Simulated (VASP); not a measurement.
```xyz
2
Lattice="0.0000 2.6685 2.6685 2.6685 0.0000 2.6685 2.6685 2.6685 0.0000" Properties=species:S:1:pos:R:3 pbc="T T T"
Pd     0.0000     0.0000     0.0000
S      1.3343     1.3343     1.3343
```

All values below come from PBEsol GGA, VASP's PBE PAW potentials (set 64) (plane waves; VASP). Run with 400 eV cut-off, 13×13×13 Γ-centred mesh, tetrahedra with Blöchl corrections, potentials Pd S.

Q: The job: PdS (relaxed from the zinc blende structure, space group F-43m), 2 atoms, PBEsol, static run, 400 eV, 13×13×13 Γ-centred mesh. Roughly how much core time does it take on a busy server core?

A: About 20 core-seconds (one run on a shared machine, a rough figure). It had 84 irreducible k-points, 12 bands, up to 702 plane waves and 14 electronic steps.

The structure was generated: PdS was put into the zinc blende type (F-43m), which need not be its known phase. It was relaxed first, which changed the volume by -15 %.
